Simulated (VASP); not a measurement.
Here is the system:

```
CELL_PARAMETERS angstrom
      1.65849    -2.87259     0.00000
      1.65849     2.87259     0.00000
      0.00000     0.00000     5.44651
ATOMIC_POSITIONS crystal
  Ti 0.00000 0.00000 0.00000
  S  0.33333 0.66667 0.26325
  S  0.66667 0.33333 0.73675
```

Method: PBEsol GGA, VASP's PBE PAW potentials (set 64) (plane waves; VASP). Numerical set-up: 480 eV cut-off, 10×10×6 Γ-centred mesh, first-order Methfessel-Paxton smearing of 0.10 eV, potentials Ti_sv S.

Without a dispersion term in the relaxation, distances and binding between the weakly bound layers, chains or molecules are unreliable, and so is what depends on them.

### Question
Estimate the energy per atom (σ→0), pressure, band gap (on the k-mesh) with the smallest direct gap where there is one.

### Answer

```yaml
band gap (on the k-mesh): none (metal, semimetal or under 0.01 eV)
energy per atom (σ→0): -7.041 eV/atom
pressure: 1.96 GPa
```

The compound is TiS2 in the 1T layered structure. It was relaxed first under an external pressure of 2 GPa.
